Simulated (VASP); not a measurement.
Input:

```xyz
3
Lattice="0.0000 2.6938 2.6938 2.6938 0.0000 2.6938 2.6938 2.6938 0.0000" Properties=species:S:1:pos:R:3 pbc="T T T"
Si     1.3469     1.3469     1.3469
Si     4.0408     4.0408     4.0408
Ni     0.0000     0.0000     0.0000
```

Level of theory: PBE GGA, VASP's PBE PAW potentials (set 64) (plane waves; VASP). Run with 500 eV cut-off, 10×10×10 Γ-centred mesh, first-order Methfessel-Paxton smearing of 0.10 eV, potentials Si Ni.

Energy and stress use the plane-wave basis of the starting cell.

Task: The ions, cell shape and volume at an external pressure of 10.0 GPa are relaxed. What does this cell relax into?

Result: 
```xyz
3
Lattice="0.0000 2.6696 2.6696 2.6696 0.0000 2.6696 2.6696 2.6696 0.0000" Properties=species:S:1:pos:R:3 pbc="T T T"
Si     1.3348     1.3348     1.3348
Si     4.0044     4.0044     4.0044
Ni     0.0000     0.0000     0.0000
```
Space group Fm-3m (225), at a tolerance of 0.03 Å.

Task: How do energy and volume change from the first to the last step?

Result: The energy (σ→0) changes by +16.2 meV/atom and the volume by -2.7 %, in 3 ionic steps.

The compound is NiSi2 in the fluorite structure. This run relaxes it under an external pressure of 10 GPa. Symmetry was kept, so distortions that lower it aren't found. The run is not spin-polarised, so no magnetic state was tried.
